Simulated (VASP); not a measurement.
Input:

```yaml
crystal:
  lattice:
    - [0.00101, 5.95163, 5.95167]
    - [5.95163, 0.00101, 5.95167]
    - [2.97632, 2.97632, 0.00000]
  atoms:
    - { symbol: Pb, position: [0.99690, 0.99690, 0.00619] }
    - { symbol: Pb, position: [0.99375, 0.50625, 0.00000] }
    - { symbol: Pb, position: [0.50625, 0.99375, 0.00000] }
    - { symbol: Pb, position: [0.50310, 0.50310, 0.99381] }
    - { symbol: Se, position: [0.25000, 0.25000, 0.50000] }
    - { symbol: S, position: [0.25000, 0.75000, 0.50000] }
    - { symbol: S, position: [0.75000, 0.25000, 0.50000] }
    - { symbol: S, position: [0.75000, 0.75000, 0.50000] }
```

Method: PBEsol GGA, VASP's PBE PAW potentials (set 64) (plane waves; VASP). Run with 400 eV cut-off, 4×4×7 Γ-centred mesh, tetrahedra with Blöchl corrections, potentials Pb_d Se S.

Unless said otherwise, spin-orbit coupling is left out, though it shifts the bands of the heavy elements here.

### Question
Tabulate the total density of states (states/eV per cell) against energy (eV; zero at the valence-band maximum or, without a gap, the Fermi level).

### Answer

```
E (eV)  DOS (states/eV)
------  ---------------
-9.93              0.00
-9.72              0.00
-9.62              0.00
-9.41              0.00
-9.20              0.00
-9.09              0.00
-8.88              1.02
-8.78              2.33
-8.57              6.56
-8.36              7.15
-8.26              6.33
-8.05              6.16
-7.84              4.82
-7.73              4.47
-7.52              2.26
-7.42              1.88
-7.21              0.95
-7.00              0.66
-6.89              0.56
-6.68              0.39
-6.47              0.17
-6.37              0.07
-6.16              0.00
-5.95              0.00
-5.84              0.00
-5.63              0.00
-5.53              0.00
-5.32              0.01
-5.11              0.80
-5.01              1.13
-4.80              1.91
-4.59              3.76
-4.48              3.48
-4.27              3.49
-4.06              3.32
-3.96              3.52
-3.75              5.07
-3.64              7.16
-3.43              7.38
-3.22              6.26
-3.12              6.50
-2.91              7.48
-2.70              6.15
-2.59              7.67
-2.38              9.88
-2.28              7.00
-2.07              5.52
-1.86              7.12
-1.75              5.43
-1.55              4.45
-1.34              4.62
-1.23              5.48
-1.02              7.11
-0.81              4.05
-0.71              3.24
-0.50              0.55
-0.39              0.23
-0.18              0.02
0.03               0.00
0.13               0.00
0.34               0.02
0.55               0.19
0.66               0.40
0.87               0.94
1.08               2.18
1.18               2.93
1.39               4.37
1.50               5.03
1.71               4.96
1.92               3.27
2.02               5.28
2.23               5.68
2.44               5.42
2.54               5.37
2.75               5.22
2.86               4.64
3.07               7.64
3.28               3.92
3.38               3.98
3.59               6.66
```
Within 2 eV below the valence-band maximum the largest weight inside VASP's projection spheres is S p, then Se p.

The structure was generated: Pb4S3Se was put into an ordered model structure (Cmmm), which need not be its known phase. It was relaxed first.
